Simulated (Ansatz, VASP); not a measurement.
# Ta2Se in two plane-wave programs, part 2 of 2

Wanted: the spread between two codes on one cell, functional and k mesh. Of the first pair: The cell is taken from a series of VASP runs on this material, whose earlier steps may have relaxed, scaled or displaced it; both programs get it as it stands. Valence electrons are named where the data sets of a main pair hold unlike numbers.

VASP 6.6.1 and Ansatz 0.2.0.

So far. Step 2 (Ansatz: single point, r2SCAN): The run ends at a pressure of -0.57 GPa, with forces up to 0.099 eV/Å.

### Step 6. Ansatz: single point, r2SCAN, volume scaled by 0.96

Level of this step: Ansatz beside VASP: Kohn-Sham DFT, plane waves, r2SCAN (Ansatz).

A single point gives forces, pressure and levels at one fixed geometry, so differences don't come from the geometry; what else differs is listed under the comparison. The cell compared in this pair holds 112.73 Å³, against 117.42 Å³ for the pair before.

The cell is a member of a volume series, scaled by 0.96 from a relaxed one, so a pressure remains.

Contents of input.yaml:

```yaml
crystal:
  lattice:
    - [3.3361867143, 0.0, 0.0]
    - [0.0, 3.3361867143, 0.0]
    - [0.0, 0.0, 10.1279321598]
  atoms:
    - { symbol: Ta, position: [0.5, 0.0, 0.7676005595] }
    - { symbol: Ta, position: [0.0, 0.5, 0.2323994405] }
    - { symbol: Ta, position: [0.5, 0.0, 0.0738610002] }
    - { symbol: Ta, position: [0.0, 0.5, 0.9261389998] }
    - { symbol: Se, position: [0.5, 0.0, 0.3513758601] }
    - { symbol: Se, position: [0.0, 0.5, 0.6486241399] }
hamiltonian:
  xc: r2scan
  pseudopotentials: { kind: paw }
kpoints:
  mp_grid: { grid: [7, 7, 3] }
scf:
  occupations: { method: gaussian, width: 0.05 }
  n_extra_bands: 5
output:
  forces: true
  stress: true
  eigenvalues: true
```

The run is started by

```bash
$ ansatz run input.yaml --threads 4 --pin off --max-ram 9216MiB --backend cpu --events-out ev --progress --plain --runs-dir out
```

Numbers of over 12 decimals in the logs are rounded to 6 here.

What it wrote:

```text
[...]
Crystal: 6 atoms, lattice volume = 112.725 Å³
Basis set: ecut = 500 eV, 2845 PW (Γ), exchange–correlation on 100×100×300 points (64 copies of the dense FFT grid, shifted against one another)
Bands: 47, of which v1, the nominal top of the filled ones, is band 42 counted from 1 (41 counted from 0)
Symmetry: 16 space group operations
[...]
k-points: 20 of 147
[...]
k-point 0: bands = [... 38 lower, 15.4892, 16.5471, 16.9130, 16.9130, 17.0678, 17.0678, 17.4894, 18.1574, ... 1 higher]
  k-point 1: bands = [... 38 lower, 15.5044, 16.5476, 16.9127, 16.9127, 17.0584, 17.0584, 17.4881, 17.6924, ... 1 higher]
  k-point 2: bands = [... 38 lower, 15.7142, 16.0762, 16.3288, 16.6430, 16.9337, 17.1722, 17.5612, 18.0600, ... 1 higher]
  k-point 19: bands = [... 38 lower, 14.6570, 14.6762, 15.6842, 15.9240, 17.7627, 17.9920, 19.7020, 19.8626, ... 1 higher]
[key lines of the parts left out:]
SCF converged after 7 iterations
Free energy (F): -50736.580086 eV
Fermi energy:    16.734542 eV
P = ⅓ Tr σ = 6.9068 GPa (69.068 kbar)
```

Elapsed: 5.3 s, on 4 threads of Arm Neoverse V1, shared host; peak memory 0.7 GiB.

The run ends at a pressure of 6.91 GPa, with forces up to 0.42 eV/Å.

### Step 7. VASP: single point, r2SCAN, volume scaled by 0.96

The same cell, functional, mesh and smearing now go to VASP, with its own data sets.

Contents of INCAR:

```
SYSTEM = Ta2Se
PREC = Accurate
ENCUT = 400
EDIFF = 1E-06
NELM = 100
ISMEAR = 0
SIGMA = 0.05
LREAL = .FALSE.
ALGO = Normal
METAGGA = R2SCAN
LASPH = .TRUE.
NBANDS = 34
LORBIT = 11
LWAVE = .FALSE.
LCHARG = .FALSE.
KPAR = 4
ISIF = 2
```

Contents of POSCAR:

```
Ta2Se
1.0
    3.3361867143      0.0000000000      0.0000000000
    0.0000000000      3.3361867143      0.0000000000
    0.0000000000      0.0000000000     10.1279321598
Ta Se
4 2
Direct
    0.5000000000      0.0000000000      0.7676005595
    0.0000000000      0.5000000000      0.2323994405
    0.5000000000      0.0000000000      0.0738610002
    0.0000000000      0.5000000000      0.9261389998
    0.5000000000      0.0000000000      0.3513758601
    0.0000000000      0.5000000000      0.6486241399
```

Contents of KPOINTS:

```
Automatic mesh
0
Gamma
7 7 3
0 0 0
```

The projector-augmented-wave data sets are Ta_pv and Se (PBE family, release 64).

The run is started by

```bash
$ mpirun -np 4 vasp_std
```

What it wrote:

```text
[banner, memory and clock lines left out]
running    4 mpi-ranks, on    1 nodes
[...]
[... a notice as in an earlier step ...]

 LDA part: xc-table for (None), standard interpolation
 POSCAR, INCAR and KPOINTS ok, starting setup
[...]
entering main loop
       N       E                     dE             d eps       ncg     rms          rms(c)
DAV:   1     0.300339025138E+03    0.30034E+03   -0.27686E+04  1368   0.140E+03
DAV:   2    -0.217836516202E+03   -0.51818E+03   -0.50944E+03  1556   0.422E+02
DAV:   3    -0.242492347291E+03   -0.24656E+02   -0.24325E+02  1776   0.817E+01
DAV:   4    -0.243075720376E+03   -0.58337E+00   -0.57360E+00  1712   0.117E+01
[...]
DAV:  13    -0.225941448498E+03   -0.21543E-05   -0.27974E-05  1704   0.321E-02    0.110E-02
DAV:  14    -0.225941446461E+03    0.20371E-05   -0.41218E-06  1400   0.115E-02    0.376E-03
DAV:  15    -0.225941445964E+03    0.49772E-06   -0.53502E-07   946   0.443E-03
   1 F= -.22594145E+03 E0= -.22593873E+03  d E =-.543922E-02
```

Parts of OUTCAR (step 7):

```text
  Total        5.4994980      5.4994980      4.7261866      0.0000000      0.0000000      0.0000000
  in kB       78.1649675     78.1649675     67.1738074      0.0000000      0.0000000      0.0000000
  external PRESSURE =      74.5012475 kB  Pullay stress =       0.0000000 kB

 POSITION                                       TOTAL-FORCE (eV/Angst)
 -----------------------------------------------------------------------------------
      1.66809      0.00000      7.77421        -0.000000      0.000000     -0.237822
      0.00000      1.66809      2.35373         0.000000      0.000000      0.237822
      1.66809      0.00000      0.74806         0.000000      0.000000     -0.073309
      0.00000      1.66809      9.37987         0.000000     -0.000000      0.073309
      1.66809      0.00000      3.55871         0.000000     -0.000000      0.470704
      0.00000      1.66809      6.56922         0.000000      0.000000     -0.470704
 -----------------------------------------------------------------------------------
    total drift:                                0.000000      0.000000      0.000000

  FREE ENERGIE OF THE ION-ELECTRON SYSTEM (eV)
  ---------------------------------------------------
  free  energy   TOTEN  =      -225.9414459636 eV

  energy  without entropy=     -225.9360067467  energy(sigma->0) =     -225.93872636

[... 3 further parts left out ...]
[key lines of the parts left out:]
E-fermi :   6.2835
```

The k-mesh is coarse for a metal. The scan keeps the cell's shape and the fractional positions fixed.

### Step 8. Differences

What differs besides the data sets and the points named for the pairs above, as far as they apply: the data sets hold 84 valence electrons in Ansatz (on its default PAW (the set named soft_2) files) and 56 in VASP. Total energies have different zeros and are not compared.

Compared:

```csv
quantity,Ansatz,VASP,difference
pressure (GPa),6.91,7.45,-0.54
```

Forces (eV/Å; atoms numbered as in POSCAR):

```csv
atom,"Ansatz x, y, z","VASP x, y, z"
Ta1,"0.000, 0.000, -0.233","0.000, 0.000, -0.238"
Ta2,"0.000, 0.000, 0.233","0.000, 0.000, 0.238"
Ta3,"0.000, 0.000, -0.074","0.000, 0.000, -0.073"
Ta4,"0.000, 0.000, 0.074","0.000, 0.000, 0.073"
Se5,"0.000, 0.000, 0.416","0.000, 0.000, 0.471"
Se6,"0.000, 0.000, -0.416","0.000, 0.000, -0.471"
```

The forces differ by 18 meV/Å r.m.s., which is 10.3 % of the r.m.s. force of 0.177 eV/Å (both taken over all components).

### Step 9. Further runs

Further runs change the set-up of one program: Ansatz's method, potentials or start, or VASP's data sets, cutoff or form of LDA. The table gives Ansatz less VASP for each quantity, since a change that brings one quantity closer may part another.

```csv
run,r.m.s. force difference (meV/Å),pressure (GPa)
as above,18,-0.54
cores kept as stored,22,-0.71
Ansatz's all-electron LAPW method,20,-0.60
Ansatz's larger PAW set (cutoff 640 eV),19,-0.56
```

### Step 10. Ansatz: single point, r2SCAN, volume scaled by 1.04

A single point gives forces, pressure and levels at one fixed geometry, so differences don't come from the geometry; what else differs is listed under the comparison. The cell compared in this pair holds 122.12 Å³, against 112.73 Å³ for the pair before.

The cell is a member of a volume series, scaled by 1.04 from a relaxed one, so a pressure remains.

Changes to input.yaml since step 6:

```diff
@@ -2,5 +2,5 @@
   lattice:
-    - [3.3361867143, 0.0, 0.0]
-    - [0.0, 3.3361867143, 0.0]
-    - [0.0, 0.0, 10.1279321598]
+    - [3.4263972852, 0.0, 0.0]
+    - [0.0, 3.4263972852, 0.0]
+    - [0.0, 0.0, 10.4017916948]
   atoms:
@@ -24 +24,5 @@
   eigenvalues: true
+  write_density: true
+  write_potential: true
+  elf: true
+  volumetric_format: npy
```

The run is started by

```bash
$ ansatz run input.yaml --threads 4 --pin off --max-ram 9216MiB --backend cpu --events-out ev --progress --plain --runs-dir out
```

What it wrote:

```text
[...]
Crystal: 6 atoms, lattice volume = 122.119 Å³
Basis set: ecut = 500 eV, 3085 PW (Γ), exchange–correlation on 100×100×320 points (64 copies of the dense FFT grid, shifted against one another)
Bands: 47, of which v1, the nominal top of the filled ones, is band 42 counted from 1 (41 counted from 0)
Symmetry: 16 space group operations
[...]
k-points: 20 of 147
[...]
k-point 0: bands = [... 38 lower, 14.2213, 15.0721, 15.4032, 15.4032, 15.4918, 15.4918, 15.9227, 16.4943, ... 1 higher]
  k-point 1: bands = [... 38 lower, 14.2338, 15.0725, 15.4029, 15.4029, 15.4850, 15.4850, 15.9216, 16.0186, ... 1 higher]
  k-point 2: bands = [... 38 lower, 14.3499, 14.6251, 14.8759, 15.0952, 15.4031, 15.6284, 15.9402, 16.4138, ... 1 higher]
  k-point 19: bands = [... 38 lower, 13.3233, 13.3384, 14.0645, 14.2888, 16.1853, 16.4004, 17.9260, 18.0243, ... 1 higher]
[key lines of the parts left out:]
SCF converged after 8 iterations
Free energy (F): -50736.568368 eV
Fermi energy:    15.215068 eV
P = ⅓ Tr σ = -6.3945 GPa (-63.945 kbar)
```

Elapsed: 7.2 s, on 4 threads; peak memory 0.72 GiB; 27 s of CPU time.

The run ends at a pressure of -6.39 GPa, with forces up to 0.46 eV/Å.

### Step 11. VASP: single point, r2SCAN, volume scaled by 1.04

The same cell, functional, mesh and smearing now go to VASP, with its own data sets.

INCAR is that of step 7.

Changes to POSCAR since step 7:

```diff
@@ -2,5 +2,5 @@
 1.0
-    3.3361867143      0.0000000000      0.0000000000
-    0.0000000000      3.3361867143      0.0000000000
-    0.0000000000      0.0000000000     10.1279321598
+    3.4263972852      0.0000000000      0.0000000000
+    0.0000000000      3.4263972852      0.0000000000
+    0.0000000000      0.0000000000     10.4017916948
 Ta Se
```

KPOINTS is that of step 7.

The run is started by

```bash
$ mpirun -np 4 vasp_std
```

What it wrote:

```text
[... set-up lines as in an earlier step ...]
 entering main loop
       N       E                     dE             d eps       ncg     rms          rms(c)
DAV:   1     0.287379817693E+03    0.28738E+03   -0.27558E+04  1376   0.137E+03
DAV:   2    -0.218183365630E+03   -0.50556E+03   -0.49709E+03  1554   0.410E+02
DAV:   3    -0.242689388691E+03   -0.24506E+02   -0.24236E+02  1794   0.788E+01
DAV:   4    -0.243245404998E+03   -0.55602E+00   -0.54846E+00  1744   0.114E+01
[...]
DAV:  13    -0.225960203293E+03   -0.31333E-05   -0.44176E-05  1742   0.405E-02    0.147E-02
DAV:  14    -0.225960199153E+03    0.41401E-05   -0.75032E-06  1656   0.142E-02    0.480E-03
DAV:  15    -0.225960198262E+03    0.89104E-06   -0.89593E-07  1022   0.601E-03
   1 F= -.22596020E+03 E0= -.22595755E+03  d E =-.529248E-02
```

From OUTCAR (step 11):

```text
  Total       -4.8701406     -4.8701406     -4.0624837      0.0000000      0.0000000      0.0000000
  in kB      -63.8952388    -63.8952388    -53.2989473      0.0000000      0.0000000      0.0000000
  external PRESSURE =     -60.3631416 kB  Pullay stress =       0.0000000 kB

 POSITION                                       TOTAL-FORCE (eV/Angst)
 -----------------------------------------------------------------------------------
      1.71320      0.00000      7.98442         0.000000      0.000000      0.194034
      0.00000      1.71320      2.41737        -0.000000      0.000000     -0.194034
      1.71320      0.00000      0.76829        -0.000000      0.000000      0.044820
      0.00000      1.71320      9.63350         0.000000      0.000000     -0.044820
      1.71320      0.00000      3.65494        -0.000000     -0.000000     -0.413853
      0.00000      1.71320      6.74685        -0.000000      0.000000      0.413853
 -----------------------------------------------------------------------------------
    total drift:                                0.000000      0.000000      0.000000

  FREE ENERGIE OF THE ION-ELECTRON SYSTEM (eV)
  ---------------------------------------------------
  free  energy   TOTEN  =      -225.9601982618 eV

  energy  without entropy=     -225.9549057800  energy(sigma->0) =     -225.95755202

[... 1 part as in an earlier step ...]

[... 2 further parts left out ...]
[key lines of the parts left out:]
E-fermi :   5.5612
```

The run ends at a pressure of -6.04 GPa, with forces up to 0.41 eV/Å.

### Step 12. Side by side

What differs besides the data sets and the points named for the pairs above, as far as they apply: the data sets hold 84 valence electrons in Ansatz (on its default PAW (the set named soft_2) files) and 56 in VASP. Total energies have different zeros and are not compared.

Both answers:

```csv
quantity,Ansatz,VASP,difference
pressure (GPa),-6.39,-6.04,-0.36
```

Forces (eV/Å; atoms numbered as in POSCAR):

```csv
atom,"Ansatz x, y, z","VASP x, y, z"
Ta1,"0.000, 0.000, 0.196","0.000, 0.000, 0.194"
Ta2,"0.000, 0.000, -0.196","0.000, 0.000, -0.194"
Ta3,"0.000, 0.000, 0.043","0.000, 0.000, 0.045"
Ta4,"0.000, 0.000, -0.043","0.000, 0.000, -0.045"
Se5,"0.000, 0.000, -0.456","0.000, 0.000, -0.414"
Se6,"0.000, 0.000, 0.456","0.000, 0.000, 0.414"
```

The forces differ by 14 meV/Å r.m.s., which is 9.2 % of the r.m.s. force of 0.153 eV/Å (both taken over all components).

### Step 13. Further runs

Further runs change the set-up of one program: Ansatz's method, potentials or start, or VASP's data sets, cutoff or form of LDA. The table gives Ansatz less VASP for each quantity, since a change that brings one quantity closer may part another.

```csv
run,r.m.s. force difference (meV/Å),pressure (GPa)
as above,14,-0.36
cores kept as stored,17,-0.49
Ansatz's all-electron LAPW method,13,-0.31
Ansatz's larger PAW set (cutoff 640 eV),12,-0.28
```

### Step 14. What came out

- r.m.s. force difference (single point, r2SCAN): 16 meV/Å
- r.m.s. force difference (single point, r2SCAN, volume scaled by 0.96): 18 meV/Å
- difference in pressure (single point, r2SCAN, volume scaled by 0.96): -0.54 GPa
- r.m.s. force difference (single point, r2SCAN, volume scaled by 1.04): 14 meV/Å

The r.m.s. force difference is 18 meV/Å (single point, r2SCAN, volume scaled by 0.96), beyond the 12 meV/Å picked in this series as the mark of a large difference. The data sets hold unlike numbers of valence electrons (84 in Ansatz and 56 in VASP), so part of the differences comes from the potentials. Single point, r2SCAN, cores kept as stored: the difference in pressure goes from -0.44 to -0.58 GPa. Single point, r2SCAN, volume scaled by 0.96, cores kept as stored: the difference in pressure goes from -0.54 to -0.71 GPa. Single point, r2SCAN, volume scaled by 1.04, cores kept as stored: the difference in pressure goes from -0.36 to -0.49 GPa. 4 further runs of this series are not shown here. Such differences can come from data sets, numerical settings and the points named under the comparisons, not from the functional's error against experiment.

[Lines on the potential files, build, host, timing and source positions are cut from VASP's logs without a mark.]

[Logs are printed without paths, hosts, clocks, repeated set-up lines and the standing remarks that a program may print on its own settings, such as how far it seeks lower states.]

[Hosts, paths, dates, database ids (printed as entryN), source tags and the programs' standing remarks are cut or masked in the printed files.]
